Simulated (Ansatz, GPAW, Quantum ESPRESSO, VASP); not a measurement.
## One structure in several programs: Cu (Fm-3m, 1 atom in the cell)

Self-consistent single point.

```yaml
crystal:
  lattice:
    - [0.00000, 1.80500, 1.80500]
    - [1.80500, 0.00000, 1.80500]
    - [1.80500, 1.80500, 0.00000]
  atoms:
    - { symbol: Cu, position: [0.00000, 0.00000, 0.00000] }
```

Shared settings, as Ansatz (a first-principles code) writes them: kpoints.mp_grid.grid = 4 4 4; scf.occupations.method = gaussian; scf.occupations.width = 0.2 eV. Potentials and cutoffs stand in the table.

```
code                                                          model  pressure (GPa)   cutoff
----------------  -------------------------------------------------  --------------  -------
GPAW                   PBE, GPAW PAW datasets PBE (gpaw-data 1.0.1)            4.87   800 eV
Quantum ESPRESSO  PBE, SSSP 1.1.2 efficiency (PBE) pseudopotentials            3.23    50 Ry
VASP                        PBE, VASP's PBE PAW potentials (set 64)            1.43   300 eV
Ansatz                                       PBE, default PAW files            4.02  default
```

On Ansatz's run: spin polarisation is off.

The spread over the programs that give each value: pressure within 3.44 GPa.

Ansatz's pressure is given at a fixed set of plane waves, as the other plane-wave codes print theirs; with its correction for the finite basis it is 4.15 GPa. In the pressure, GPAW (by 1.24) and VASP (by 2.20) lie more than 1 GPa from the median of the plane-wave programs.

On the base mesh (21 21 21) the same programs gave: Quantum ESPRESSO pressure 1.15 GPa; Ansatz pressure 2.24 GPa; GPAW pressure 3.12 GPa; VASP pressure 0.06 GPa.

The values differ from the base mesh's, so the mesh still matters here: the table compares the programs at equal settings.

VASP's run is marked for a possible Pulay error in its stress at this cutoff; no cutoff test was made.

The starting cell has typed, rounded lattice constants, without a prior relaxation at this level.

Left out of this page: ABINIT, Elk and SIESTA (not drawn, or without a comparable value); FLEUR (with a known weakness of the program).

Keys are those of Ansatz 0.2.
